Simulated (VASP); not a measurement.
The system is Lu.

```xyz
2
Lattice="3.5031 0.0000 0.0000 -1.7515 3.0338 0.0000 0.0000 0.0000 5.5509" Properties=species:S:1:pos:R:3 pbc="T T T"
Lu    0.0000    2.0225    1.3877
Lu    1.7516    1.0113    4.1632
```

* Program: VASP 6.6.1
* Task: relaxation of cell and atoms
* Functional: PBE
* Dispersion: D3(BJ)
* Potentials or basis: VASP PAW PBE potentials, release 64 (Lu)
* Cutoff: 600 eV
* k mesh: 12 × 12 × 7
* Occupations: methfessel-paxton, width 0.1 eV
* Spin: no spin polarisation

At the start: pressure -2.4 GPa; volume 29.50 Å³/atom.

**Question.** Where does the relaxation end?

**Answer.** Over 13 steps the energy falls by 13.1 meV/atom and the volume is 27.95 Å³/atom (-5.2 %); space group P6_3/mmc (No. 194, to 0.05 Å).

Step by step:
| step | energy change (eV) | largest force (eV/Å) | pressure (GPa) | volume (Å³) |
| --- | --- | --- | --- | --- |
| 1 | 0.0000 | 0.0000 | -2.43 | 58.99 |
| 2 | -0.0244 | 0.0000 | 0.62 | 55.25 |
| 3 | -0.0256 | 0.0000 | 0.10 | 55.89 |
| 4 | -0.0256 | 0.0000 | -0.04 | 55.95 |
| 5 | -0.0261 | 0.0000 | 0.63 | 56.00 |
| 6 | -0.0251 | 0.0000 | 0.48 | 56.14 |
| 7 | -0.0261 | 0.0000 | -0.85 | 56.07 |
| 8 | -0.0263 | 0.0000 | -0.50 | 56.03 |
| 9 | -0.0262 | 0.0000 | -0.18 | 56.02 |
| 10 | -0.0261 | 0.0000 | 0.26 | 55.76 |
| 11 | -0.0262 | 0.0000 | -0.19 | 55.95 |
| 12 | -0.0262 | 0.0000 | 0.19 | 55.87 |
| 13 | -0.0262 | 0.0000 | 0.00 | 55.90 |

Final structure:
```
Lu
1.0
     3.46147    0.00000    0.00000
    -1.73073    2.99772    0.00000
     0.00000    0.00000    5.38759
Lu
2
Direct
  0.33333 0.66667 0.25000
  0.66667 0.33333 0.75000
```

Caveat: pairwise dispersion overbinds metals, which lowers pressure and volume.
